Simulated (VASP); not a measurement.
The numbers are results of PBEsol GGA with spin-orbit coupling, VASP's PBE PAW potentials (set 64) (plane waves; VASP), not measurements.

VASP ran on this input.

**INCAR**
```
ALGO  =  Normal
EDIFF  =  1E-6
ENCUT  =  400
GGA  =  PS
GGA_COMPAT  =  .False.
ISIF  =  2
ISMEAR  =  0
LASPH  =  .True.
LCHARG  =  .False.
LMAXMIX  =  6
LNONCOLLINEAR  =  .True.
LORBIT  =  11
LREAL  =  .False.
LSORBIT  =  .True.
LWAVE  =  .False.
MAGMOM  =  6*0.0
NELM  =  100
PREC  =  Accurate
SIGMA  =  0.2
SYSTEM  =  HfC
```

KPOINTS:
```
K-points
0
G
16 16 16
```

POSCAR:
```
HfC
4.6488160
  0.0000000000   0.5000000000   0.5000000000
  0.5000000000   0.0000000000   0.5000000000
  0.5000000000   0.5000000000   0.0000000000
Hf C
1 1
Direct
  0.0000000000   0.0000000000   0.0000000000
  0.5000000000   0.5000000000   0.5000000000
```

POTCAR, in this order: Hf_pv C (PBE.64 set). Program: vasp_ncl.

Output of the run:

File OSZICAR:
```
       N       E                     dE             d eps       ncg     rms          rms(c)
DAV:   1     0.371074148752E+02    0.37107E+02   -0.64374E+03  6412   0.100E+03
DAV:   2    -0.233599126366E+02   -0.60467E+02   -0.57796E+02  8320   0.261E+02
DAV:   3    -0.257103060353E+02   -0.23504E+01   -0.23279E+01  8254   0.394E+01
DAV:   4    -0.257314719617E+02   -0.21166E-01   -0.21151E-01  7766   0.414E+00
DAV:   5    -0.257317453399E+02   -0.27338E-03   -0.27335E-03  8150   0.390E-01    0.642E+01
DAV:   6    -0.229327993126E+02    0.27989E+01   -0.17831E+01  7176   0.219E+01    0.438E+01
DAV:   7    -0.228613104785E+02    0.71489E-01   -0.71292E-01  7598   0.643E+00    0.261E+01
DAV:   8    -0.228521707205E+02    0.91398E-02   -0.60412E-02  7246   0.215E+00    0.774E+00
DAV:   9    -0.228461391398E+02    0.60316E-02   -0.17871E-02  7522   0.720E-01    0.144E+00
DAV:  10    -0.228449312196E+02    0.12079E-02   -0.49890E-03  6936   0.502E-01    0.955E-01
DAV:  11    -0.228448468694E+02    0.84350E-04   -0.38789E-04  7776   0.160E-01    0.162E-01
DAV:  12    -0.228448465629E+02    0.30646E-06   -0.39238E-05  7432   0.468E-02    0.199E-02
DAV:  13    -0.228448447595E+02    0.18035E-05   -0.41482E-06  7052   0.185E-02    0.329E-02
DAV:  14    -0.228448446048E+02    0.15462E-06   -0.45765E-07  3700   0.543E-03
   1 F= -.22844845E+02 E0= -.22841961E+02  d E =-.576754E-02  mag=    -0.0000    -0.0000     0.0000
```

File OUTCAR:
```
------------------------ aborting loop because EDIFF is reached ----------------------------------------
  FORCE on cell =-STRESS in cart. coord.  units (eV):
  Direction    XX          YY          ZZ          XY          YZ          ZX
  --------------------------------------------------------------------------------------
  Total       -1.2466942     -1.2466942     -1.2466942     -0.0000000      0.0000000      0.0000000
  in kB      -79.5249589    -79.5249589    -79.5249589     -0.0000000      0.0000000      0.0000000
  external PRESSURE =     -79.5249589 kB  Pullay stress =       0.0000000 kB
  volume of cell :       25.12
      direct lattice vectors                 reciprocal lattice vectors
     0.000000000  2.324408000  2.324408000    -0.215108535  0.215108535  0.215108535
     2.324408000  0.000000000  2.324408000     0.215108535 -0.215108535  0.215108535
     2.324408000  2.324408000  0.000000000     0.215108535  0.215108535 -0.215108535
 POSITION                                       TOTAL-FORCE (eV/Angst)
 -----------------------------------------------------------------------------------
      0.00000      0.00000      0.00000         0.000000     -0.000000      0.000000
      2.32441      2.32441      2.32441        -0.000000      0.000000     -0.000000
 -----------------------------------------------------------------------------------
    total drift:                                0.000000     -0.000000     -0.000000
  FREE ENERGIE OF THE ION-ELECTRON SYSTEM (eV)
  ---------------------------------------------------
  free  energy   TOTEN  =       -22.8448446048 eV

  energy  without entropy=      -22.8390770603  energy(sigma->0) =      -22.84196083

 total charge

# of ion       s       p       d       tot
------------------------------------------
    1        0.312   6.674   1.687   8.673
    2        0.870   1.500   0.000   2.371
--------------------------------------------------
tot          1.182   8.175   1.687  11.044

 magnetization (x)

# of ion       s       p       d       tot
------------------------------------------
    1        0.000  -0.000   0.000  -0.000
    2        0.000   0.000   0.000   0.000
--------------------------------------------------
tot          0.000  -0.000   0.000  -0.000

 magnetization (y)

# of ion       s       p       d       tot
------------------------------------------
    1        0.000   0.000   0.000   0.000
    2        0.000  -0.000   0.000  -0.000
--------------------------------------------------
tot          0.000  -0.000   0.000  -0.000

 magnetization (z)

# of ion       s       p       d       tot
------------------------------------------
    1        0.000  -0.000   0.000  -0.000
    2        0.000   0.000   0.000   0.000
--------------------------------------------------
tot          0.000   0.000   0.000   0.000

 Ion:    1  E_soc:     -1.3020813

 Ion:    2  E_soc:     -0.0003020
```
(Selected blocks of OUTCAR.)

### OUTCAR
```
 val. band max:        5.8242844620   @ k =  -0.0625   0.0625   0.0000

 cond. band min:       5.8320003144   @ k =   0.3125   0.2500   0.0000


 Fermi energy:         5.8266872498

 k-point     1 :       0.0000    0.0000    0.0000
  band No.  band energies     occupation
      1     -28.5024      1.00000
      2     -28.5024      1.00000
      3     -21.4621      1.00000
      4     -21.4621      1.00000
      5     -21.4621      1.00000
      6     -21.4621      1.00000
      7      -6.4917      1.00000
      8      -6.4917      1.00000
      9       6.7202      0.00000
     10       6.7202      0.00000
     11       6.8933      0.00000
     12       6.8933      0.00000
     13       6.8933      0.00000
     14       6.8933      0.00000
     15       7.0338      0.00000
     16       7.0338      0.00000
     17       7.0338      0.00000
     18       7.0338      0.00000
     19       7.3232      0.00000
     20       7.3232      0.00000
     21       9.1938      0.00000
     22       9.1938      0.00000

 k-point     2 :       0.0625    0.0000    0.0000
  band No.  band energies     occupation
      1     -28.5091      1.00000
      2     -28.5091      1.00000
      3     -21.4875      1.00000
      4     -21.4875      1.00000
      5     -21.4653      1.00000
      6     -21.4653      1.00000
      7      -6.3906      1.00000
      8      -6.3906      1.00000
      9       6.0433      0.06280
     10       6.0433      0.06280
     11       6.2910      0.00051
     12       6.2910      0.00051
     13       6.3092      0.00032
     14       6.3092      0.00032
     15       7.3426      0.00000
     16       7.3426      0.00000
     17       7.3509      0.00000
     18       7.3509      0.00000
     19       7.7228      0.00000
     20       7.7228      0.00000
     21       9.6927      0.00000
     22       9.6928      0.00000

 k-point     3 :       0.1250    0.0000    0.0000
  band No.  band energies     occupation
      1     -28.5283      1.00000
...
```

At this cut-off the stress carries a Pulay error, which pulls relaxed volumes low.

The structure is a typed HfC crystal (Fm-3m). The cell was not relaxed at this level. The run is one of a series of settings (GGA_COMPAT = .FALSE., LNONCOLLINEAR = .TRUE., LSORBIT = .TRUE., MAGMOM = 0.0 0.0 0.0 0.0 0.0 0.0, program vasp_ncl against the base run), some of them coarse on purpose.
